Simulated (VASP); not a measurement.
Method: LDA (Ceperley-Alder, Perdew-Zunger), VASP's LDA PAW potentials (set 64) (plane waves; VASP).

A VASP calculation is set up with these files.

### INCAR
```
ENCUT = 500   # plane-wave cut-off (eV)
ALGO = Normal   # blocked Davidson
PREC = Accurate
LCHARG = .False.
IBRION = 2   # conjugate gradients
NSW = 40
LASPH = .True.
LWAVE = .False.
EDIFFG = -0.02   # ionic stop
NELM = 100
SIGMA = 0.1   # width (eV)
SYSTEM = NiAl
ISMEAR = 1   # Methfessel-Paxton
LREAL = .False.
EDIFF = 1E-6   # SCF stop (eV)
ISIF = 3   # ions, shape and volume
LMAXMIX = 4   # l cut-off of mixed one-centre charges
```

File KPOINTS:
```
K-points
0
Gamma
 13 13 13
```

POSCAR:
```
NiAl
1.0
  2.8329008100   0.0000000000   0.0000000000
  0.0000000000   2.8329008100   0.0000000000
  0.0000000000   0.0000000000   2.8329008100
Al Ni
1 1
Direct
  0.5000000000   0.5000000000   0.5000000000
  0.0000000000   0.0000000000   0.0000000000
```

POTCAR, in this order: Al Ni (LDA.64 set). Program: vasp_std.

Problem. What does the run give for the energy per atom (σ→0), volume per atom, band gap (on the k-mesh)?

Solution. 
| Item | Value |
|---|---|
| energy per atom (σ→0) | -6.101 eV/atom |
| band gap (on the k-mesh) | none (metal, semimetal or under 0.01 eV) |
| volume per atom | 11.38 Å³/atom |

### OSZICAR
```
...
   2 F= -.12201422E+02 E0= -.12201478E+02  d E =0.610587E-04
       N       E                     dE             d eps       ncg     rms          rms(c)
DAV:   1    -0.122027149430E+02   -0.12925E-02   -0.16326E-02  1808   0.249E+00    0.316E-01
DAV:   2    -0.122037182603E+02   -0.10033E-02   -0.41242E-02  1882   0.362E+00    0.371E-01
DAV:   3    -0.122015210945E+02    0.21972E-02   -0.15629E-02  1874   0.227E+00    0.466E-02
DAV:   4    -0.122014896407E+02    0.31454E-04   -0.10215E-04  1724   0.111E-01    0.867E-03
DAV:   5    -0.122014889920E+02    0.64865E-06   -0.57521E-06  1600   0.376E-02
   3 F= -.12201489E+02 E0= -.12201542E+02  d E =-.577920E-05
```

The compound is NiAl in the CsCl type structure. This run relaxes it. Symmetry was kept, so distortions that lower it aren't found. The run is not spin-polarised, so no magnetic state was tried. The electron count is odd and the run is not spin-polarised, which forces a metal.
